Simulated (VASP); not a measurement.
Given:

```yaml
crystal:
  lattice:
    - [3.99988, 0.00000, 0.00000]
    - [0.00000, 3.99988, 0.00000]
    - [0.00000, 0.00000, 6.10321]
  atoms:
    - { symbol: Pt, position: [0.99802, 0.00099, 0.99926] }
    - { symbol: Pt, position: [0.50543, 0.51252, 0.99751] }
    - { symbol: Pt, position: [0.50919, 0.00351, 0.27799] }
    - { symbol: Pt, position: [0.00116, 0.49147, 0.73318] }
    - { symbol: B, position: [0.49350, 0.98572, 0.69523] }
    - { symbol: B, position: [0.99269, 0.50579, 0.29683] }
```

Level of theory: PBE GGA, VASP's PBE PAW potentials (set 64) (plane waves; VASP). Numerical set-up: 400 eV cut-off, 3×3×2 Γ-centred mesh, Gaussian smearing of 0.050 eV, potentials Pt B.

At this cut-off the stress carries a Pulay error, which pulls relaxed volumes low.

Problem. Give the force on each atom (eV/Å).

Solution. 
```json
[
 {"atom": "Pt1", "Fx": "0.475", "Fy": "-0.203", "Fz": "0.426"},
 {"atom": "Pt2", "Fx": "-0.245", "Fy": "-0.290", "Fz": "0.407"},
 {"atom": "Pt3", "Fx": "-0.192", "Fy": "0.298", "Fz": "4.233"},
 {"atom": "Pt4", "Fx": "0.246", "Fy": "0.333", "Fz": "-4.882"},
 {"atom": "B5", "Fx": "-0.112", "Fy": "-0.165", "Fz": "0.311"},
 {"atom": "B6", "Fx": "-0.172", "Fy": "0.027", "Fz": "-0.496"}
]
```

Problem. Give the stress tensor in GPa (positive for a compressed cell).

Solution. 
```
 -8.55    0.06   -1.61
  0.06   -9.40    0.68
 -1.61    0.68  -12.92
```
The pressure is its mean diagonal, -10.29 GPa.

The structure was generated: BPt2 was put into an ordered model structure, which need not be its known phase. The cell was not relaxed at this level, atoms are displaced from their ideal sites. The k-mesh is coarse (spacing up to 0.52 per Å, 2π included), so the numbers may not be converged in it.
